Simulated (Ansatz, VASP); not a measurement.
# VO2 (1T-VO2 4 layers, AA) in two plane-wave programs, part 2 of 2

One calculation is typed for both programs; each brings its own data sets. How far apart do they land? The structure shown is the start of the Ansatz relaxation below; VASP solves that cell, so the two are compared at the walk's first step.

VASP 6.6.1 and Ansatz 0.2.0.

So far: The structure; Ansatz: relaxation, PBE with D3(BJ).

## (3) VASP: single point, PBE with D3(BJ), start cell

Level of this step: PBE with D3(BJ), spin-polarised from a ferromagnetic start; plane waves and PAW (O, V_sv) (VASP).

The same cell, functional, mesh and smearing now go to VASP, with its own data sets.

Lines of VASP's logs that name or quote its potential files are left out, and so is its time.

File INCAR:

```
SYSTEM = VO2
PREC = Accurate
ENCUT = 520
EDIFF = 1E-06
NELM = 200
ISMEAR = -1
SIGMA = 0.05
LREAL = .FALSE.
ALGO = Normal
GGA = PE
IVDW = 12
NBANDS = 70
ISPIN = 2
MAGMOM = -0.01 -0.01 -0.01 -0.01 -0.01 -0.01 -0.01 -0.01 0.78 0.78 0.78 0.78
LASPH = .TRUE.
LMAXMIX = 4
LORBIT = 11
LWAVE = .FALSE.
LCHARG = .FALSE.
ISIF = 2
LDIPOL = .TRUE.
IDIPOL = 3
DIPOL = 0.5 0.5 0.5
LVHAR = .TRUE.
GGA_COMPAT = .FALSE.
NELMDL = -8
KPAR = 2
```

File POSCAR:

```
VO2
1.0
    2.9647310000      0.0000000000      0.0000000000
   -1.4823660000      2.5675320000      0.0000000000
    0.0000000000      0.0000000000     66.6262170000
O V
8 4
Direct
    0.6666668915      0.3333333333      0.3662222035
    0.3333334458      0.6666666667      0.4004662909
    0.6666668915      0.3333333333      0.4439927004
    0.3333334458      0.6666666667      0.4782367878
    0.6666668915      0.3333333333      0.5217631972
    0.3333334458      0.6666666667      0.5560072996
    0.6666668915      0.3333333333      0.5995337091
    0.3333334458      0.6666666667      0.6337777965
    0.0000000000      0.0000000000      0.3833442472
    0.0000000000      0.0000000000      0.4611147441
    0.0000000000      0.0000000000      0.5388852409
    0.0000000000      0.0000000000      0.6166557528
```

File KPOINTS:

```
Automatic mesh
0
Gamma
12 12 1
0 0 0
```

PAW data sets: O and V_sv (PBE family, release 64).

The run is started by

```console
$ mpirun -np 2 vasp_std
```

Numbers of over 12 decimals in the logs are rounded to 6 here.

The program printed:

```text
[banner, memory and clock lines left out]
running    2 mpi-ranks, on    1 nodes
 distrk:  each k-point on    1 cores,    2 groups
 distr:  one band on    1 cores,    1 groups

 POSCAR found type information on POSCAR O V
 POSCAR found :  2 types and      12 ions
 LDA part: xc-table for (Slater+PW92), standard interpolation
|                                                                             |
|           W    W    AA    RRRRR   N    N  II  N    N   GGGG   !!!           |
|           W    W   A  A   R    R  NN   N  II  NN   N  G    G  !!!           |
|           W    W  A    A  R    R  N N  N  II  N N  N  G       !!!           |
|           W WW W  AAAAAA  RRRRR   N  N N  II  N  N N  G  GGG   !            |
|           WW  WW  A    A  R   R   N   NN  II  N   NN  G    G                |
|           W    W  A    A  R    R  N    N  II  N    N   GGGG   !!!           |
|                                                                             |
|     One of the lattice vectors is very long (>50 A), but AMIN is rather     |
|     large. This can spoil convergence since charge sloshing might occur     |
|     along the long lattice vector. If problems with convergence are         |
|     observed, try to decrease AMIN to a smaller value (e.g. 0.01).          |
|     Note: This warning only applies if the self-consistency cycle is        |
|     used.                                                                   |
|                                                                             |

 POSCAR, INCAR and KPOINTS ok, starting setup
 FFT: planning ... GRIDC
 FFT: planning ... GRID_SOFT
 FFT: planning ... GRID
 WAVECAR not read
 entering main loop
       N       E                     dE             d eps       ncg     rms          rms(c)
DAV:   1     0.109289640154E+04    0.10929E+04   -0.53822E+04  6616   0.121E+03
DAV:   2     0.180442917135E+02   -0.10749E+04   -0.10249E+04  6274   0.360E+02
DAV:   3    -0.130829295117E+03   -0.14887E+03   -0.14611E+03  6278   0.126E+02
DAV:   4    -0.135033694912E+03   -0.42044E+01   -0.41772E+01  6440   0.216E+01
DAV:   5    -0.135104504620E+03   -0.70810E-01   -0.70618E-01  6402   0.281E+00
DAV:   6    -0.135106368415E+03   -0.18638E-02   -0.18632E-02  6398   0.445E-01
DAV:   7    -0.135106437704E+03   -0.69289E-04   -0.69277E-04  6490   0.773E-02
DAV:   8    -0.135106440649E+03   -0.29448E-05   -0.29442E-05  5558   0.146E-02    0.525E+01
DAV:   9    -0.129109955059E+03    0.59965E+01   -0.18045E+02  6304   0.814E+01    0.730E+01
DAV:  10    -0.114380737429E+03    0.14729E+02   -0.21072E+02  6346   0.105E+02    0.312E+01
DAV:  11    -0.114313506132E+03    0.67231E-01   -0.12081E+02  5954   0.281E+01    0.228E+01
DAV:  12    -0.107449163935E+03    0.68643E+01   -0.14756E+01  6352   0.225E+01    0.190E+01
DAV:  13    -0.100053174360E+03    0.73960E+01   -0.23779E+00  6164   0.112E+01    0.116E+01
DAV:  14    -0.995331160443E+02    0.52006E+00   -0.17825E+01  6080   0.391E+00    0.108E+01
[...]
DAV:  54    -0.998356184379E+02   -0.94428E-04   -0.13156E-06  3560   0.671E-03    0.474E-03
DAV:  55    -0.998356723395E+02   -0.53902E-04   -0.46182E-07  3392   0.303E-03    0.234E-03
DAV:  56    -0.998357305550E+02   -0.58216E-04   -0.83057E-07  3624   0.239E-03    0.167E-03
DAV:  57    -0.998357470830E+02   -0.16528E-04   -0.78295E-08  3344   0.166E-03    0.884E-04
DAV:  58    -0.998357503148E+02   -0.32318E-05   -0.13467E-07  3344   0.101E-03    0.819E-04
DAV:  59    -0.998357519801E+02   -0.16654E-05   -0.39004E-08  3344   0.784E-04    0.297E-04
DAV:  60    -0.998357543541E+02   -0.23740E-05   -0.10614E-08  3376   0.268E-04    0.136E-04
DAV:  61    -0.998357552333E+02   -0.87915E-06   -0.40430E-09  3346   0.174E-04
   1 F= -.10173544E+03 E0= -.10170718E+03  d E =-.565316E-01  mag=     3.9999
```

OUTCAR, selected parts (step 3):

```text
ion  position               nearest neighbor table
   1  0.667  0.333  0.366-   9 2.06   9 2.06   9 2.06
   2  0.333  0.667  0.400-   9 2.06   9 2.06   9 2.06
   3  0.667  0.333  0.444-  10 2.06  10 2.06  10 2.06
   4  0.333  0.667  0.478-  10 2.06  10 2.06  10 2.06
   5  0.667  0.333  0.522-  11 2.06  11 2.06  11 2.06
   6  0.333  0.667  0.556-  11 2.06  11 2.06  11 2.06
   7  0.667  0.333  0.600-  12 2.06  12 2.06  12 2.06
   8  0.333  0.667  0.634-  12 2.06  12 2.06  12 2.06
   9  0.000  0.000  0.383-   2 2.06   1 2.06   2 2.06   1 2.06   1 2.06   2 2.06
  10  0.000  0.000  0.461-   4 2.06   3 2.06   4 2.06   3 2.06   3 2.06   4 2.06
  11  0.000  0.000  0.539-   5 2.06   5 2.06   6 2.06   5 2.06   6 2.06   6 2.06
  12  0.000  0.000  0.617-   8 2.06   7 2.06   8 2.06   7 2.06   7 2.06   8 2.06

  LATTYP: Found a hexagonal cell.
 ALAT       =     2.9647310000
 C/A-ratio  =    22.4729383543

 Subroutine GETGRP returns: Found 12 space group operations
 (whereof 12 operations were pure point group operations)

The static configuration has the point symmetry D_3d.

 Found     19 irreducible k-points:

   k-points           NKPTS =     19   k-points in BZ     NKDIM =     19   number of bands    NBANDS=     70

   dimension x,y,z NGX =    24 NGY =   24 NGZ =  500
   dimension x,y,z NGXF=    48 NGYF=   48 NGZF= 1000

   ENCUT  =  520.0 eV  38.22 Ry    6.18 a.u.   5.51  5.51123.88*2*pi/ulx,y,z

   NELECT =     100.0000    total number of electrons

 k-points in reciprocal lattice and weights: Automatic mesh
   0.00000000  0.00000000  0.00000000       0.007
   0.08333333  0.00000000  0.00000000       0.042
   0.16666667  0.00000000  0.00000000       0.042
   0.25000000  0.00000000  0.00000000       0.042
   0.33333333  0.00000000  0.00000000       0.042
   0.41666667 -0.00000000  0.00000000       0.042
   0.50000000  0.00000000  0.00000000       0.021
   0.08333333  0.08333333  0.00000000       0.042
   0.16666667  0.08333333  0.00000000       0.083
[...]
0.33333333  0.25000000  0.00000000       0.083
   0.33333333  0.33333333  0.00000000       0.014

 dipolmoment           0.000000      0.000000      0.000014 electrons x Angstroem

 average (electrostatic) potential at core
       1 -79.5718       2 -79.5771       3 -79.5761       4 -79.5759       5 -79.5758
       6 -79.5757       7 -79.5768       8 -79.5714       9 -86.1563      10 -86.1544
      11 -86.1542      12 -86.1560

 E-fermi :  -4.2188

 spin component 1
 k-point     1 :       0.0000    0.0000    0.0000
  band No.  band energies     occupation
    ...
     52      -4.7998      0.99999
     53      -4.7986      0.99999
     54      -4.7986      0.99999
     55      -4.7973      0.99999
     56      -4.7973      0.99999
     57      -3.6086      0.00001
     58      -3.5618      0.00000
     59      -3.5094      0.00000
     60      -3.4717      0.00000
     61      -1.2941      0.00000
    ...

 k-point     2 :       0.0833    0.0000    0.0000
  band No.  band energies     occupation
    ...
     52      -4.6574      0.99985
     53      -4.5814      0.99929
     54      -4.5809      0.99928
     55      -4.5799      0.99927
     56      -4.5788      0.99925
     57      -3.5913      0.00000
     58      -3.5419      0.00000
     59      -3.4851      0.00000
     60      -3.4430      0.00000
     61      -1.4408      0.00000
    ...

 k-point     3 :       0.1667    0.0000    0.0000
  band No.  band energies     occupation
    ...
     52      -4.5452      0.99854
     53      -4.2352      0.58128
     54      -4.2339      0.57533
     55      -4.2322      0.56675
     56      -4.2306      0.55876
     57      -3.5496      0.00000
     58      -3.5018      0.00000
     59      -3.4437      0.00000
     60      -3.3972      0.00000
     61      -1.7782      0.00000
    ...

 k-point     4 :       0.2500    0.0000    0.0000
  band No.  band energies     occupation
    ...
     48      -5.9112      1.00000
     49      -4.5838      0.99932
     50      -4.5719      0.99914
     51      -4.5557      0.99882
     52      -4.5411      0.99842
     53      -3.9947      0.01120
     54      -3.9922      0.01066
     55      -3.9888      0.00997
     56      -3.9859      0.00940
     57      -3.5113      0.00000
    ...

 k-point     5 :       0.3333    0.0000    0.0000
  band No.  band energies     occupation
    ...
     48      -6.2007      1.00000
     49      -4.6564      0.99984
     50      -4.6386      0.99977
     51      -4.6175      0.99966
     52      -4.6010      0.99952
     53      -3.9006      0.00172
     54      -3.8984      0.00165
     55      -3.8952      0.00155
     56      -3.8924      0.00146
     57      -3.5008      0.00000
    ...

 k-point     6 :       0.4167   -0.0000    0.0000
  band No.  band energies     occupation
    ...
     48      -6.4467      1.00000
     49      -4.7508      0.99998
     50      -4.7313      0.99996
     51      -4.7091      0.99994
     52      -4.6925      0.99992
     53      -3.9001      0.00170
     54      -3.8995      0.00168
     55      -3.8982      0.00164
     56      -3.8968      0.00159
     57      -3.5023      0.00000
    ...

 Edisp (eV)   -1.89969

  Total     -23.01122   -23.01121   -26.43809     0.00000     0.00000     0.00000
  in kB     -72.69489   -72.69487   -83.52076     0.00001     0.00000     0.00000
  external pressure =      -76.30 kB  Pullay stress =        0.00 kB

  energy-cutoff  :      520.00
  volume of cell :      507.16
      direct lattice vectors                 reciprocal lattice vectors
     2.964731000  0.000000000  0.000000000     0.337298730  0.194739605  0.000000000
    -1.482366000  2.567532000  0.000000000     0.000000000  0.389479080  0.000000000
     0.000000000  0.000000000 66.626217000     0.000000000  0.000000000  0.015009107

 POSITION                                       TOTAL-FORCE (eV/Angst)
 -----------------------------------------------------------------------------------
      1.48237      0.85584     24.40000        -0.000000      0.000000      2.758739
      0.00000      1.71169     26.68155         0.000000      0.000000     -2.739578
      1.48237      0.85584     29.58155        -0.000000     -0.000000      2.743273
      0.00000      1.71169     31.86311        -0.000000      0.000000     -2.742340
      1.48237      0.85584     34.76311         0.000000     -0.000000      2.742340
      0.00000      1.71169     37.04466         0.000000     -0.000000     -2.743273
      1.48237      0.85584     39.94466        -0.000000     -0.000000      2.739578
      0.00000      1.71169     42.22622         0.000000     -0.000000     -2.758739
      0.00000      0.00000     25.54078         0.000000     -0.000000      0.056894
      0.00000      0.00000     30.72233         0.000000     -0.000000      0.002781
      0.00000      0.00000     35.90388        -0.000000      0.000000     -0.002781
      0.00000      0.00000     41.08544         0.000000     -0.000000     -0.056894
 -----------------------------------------------------------------------------------
    total drift:                               -0.004535     -0.000000      0.004993

  FREE ENERGIE OF THE ION-ELECTRON SYSTEM (eV)
  ---------------------------------------------------
  free  energy   TOTEN  =      -101.7354432483 eV

  energy  without entropy=     -101.6789116076  energy(sigma->0) =     -101.70717743

 vacuum level on the upper side and lower side of the slab         3.111         3.110

 total charge
# of ion       s       p       d       tot
------------------------------------------
    1        1.584   3.325   0.000   4.909
    2        1.584   3.325   0.000   4.909
    3        1.584   3.325   0.000   4.909
    4        1.584   3.325   0.000   4.909
    5        1.584   3.325   0.000   4.909
    6        1.584   3.325   0.000   4.909
    7        1.584   3.325   0.000   4.909
    8        1.584   3.325   0.000   4.909
    9        2.238   6.240   2.781  11.259
   10        2.238   6.240   2.782  11.260
   11        2.238   6.240   2.782  11.260
   12        2.238   6.240   2.781  11.259
--------------------------------------------------
tot         21.623  51.560  11.126  84.308

 magnetization (x)
# of ion       s       p       d       tot
------------------------------------------
    1        0.001  -0.036   0.000  -0.035
    2        0.001  -0.037   0.000  -0.036
    3        0.001  -0.037   0.000  -0.036
    4        0.001  -0.037   0.000  -0.036
    5        0.001  -0.037   0.000  -0.036
    6        0.001  -0.037   0.000  -0.036
    7        0.001  -0.037   0.000  -0.036
    8        0.001  -0.036   0.000  -0.035
    9        0.013   0.007   0.987   1.007
   10        0.013   0.007   0.987   1.008
   11        0.013   0.007   0.987   1.008
   12        0.013   0.007   0.987   1.007
--------------------------------------------------
tot          0.060  -0.263   3.947   3.744

[... 6 further parts left out ...]
```

## (4) Differences

Known differences besides the potentials themselves: VASP starts from the moments at which Ansatz ended; Ansatz cuts the interaction across the vacuum, VASP repeats the sheet with a dipole correction; the cutoff is 420 eV in Ansatz and 520 eV in VASP. Total energies have different zeros and are not compared.

Forces on 8 of the 12 atoms, those with the largest forces and the largest differences (eV/Å; atoms numbered as in POSCAR):

```csv
atom,"Ansatz x, y, z","VASP x, y, z"
O1,"0.000, 0.000, 2.815","0.000, 0.000, 2.759"
O2,"0.000, 0.000, -2.796","0.000, 0.000, -2.740"
O3,"0.000, 0.000, 2.799","0.000, 0.000, 2.743"
O4,"0.000, 0.000, -2.799","0.000, 0.000, -2.742"
O5,"0.000, 0.000, 2.799","0.000, 0.000, 2.742"
O6,"0.000, 0.000, -2.799","0.000, 0.000, -2.743"
O7,"0.000, 0.000, 2.796","0.000, 0.000, 2.740"
O8,"0.000, 0.000, -2.815","0.000, 0.000, -2.759"
```

The forces differ by 26 meV/Å r.m.s., which is 2.0 % of the r.m.s. force of 1.295 eV/Å (both taken over all components). Moments aren't recorded for both runs of this pair, so they may hold unlike magnetic states. With vacuum in the cell, a pressure given here is an average over mostly empty space and none of the material.

## (5) Outcome

| Property | Result |
| --- | --- |
| r.m.s. force difference (single point, PBE with D3(BJ), start cell) | 2.0 % of the r.m.s. force |

The r.m.s. force difference is 2.0 % of the r.m.s. force (single point, PBE with D3(BJ), start cell), within the 3 % picked in this series as the mark of a large difference. 1 further run of this series is not shown here. Such differences can come from data sets, numerical settings and the points named under the comparisons, not from the functional's error against experiment.

[Lines on the potential files, build, host, timing and source positions are cut from VASP's logs without a mark.]

[Logs are printed without paths, hosts, clocks, repeated set-up lines and the standing remarks that a program may print on its own settings, such as how far it seeks lower states.]

[Hosts, paths, dates, database ids (printed as entryN), source tags and the programs' standing remarks are cut or masked in the printed files.]
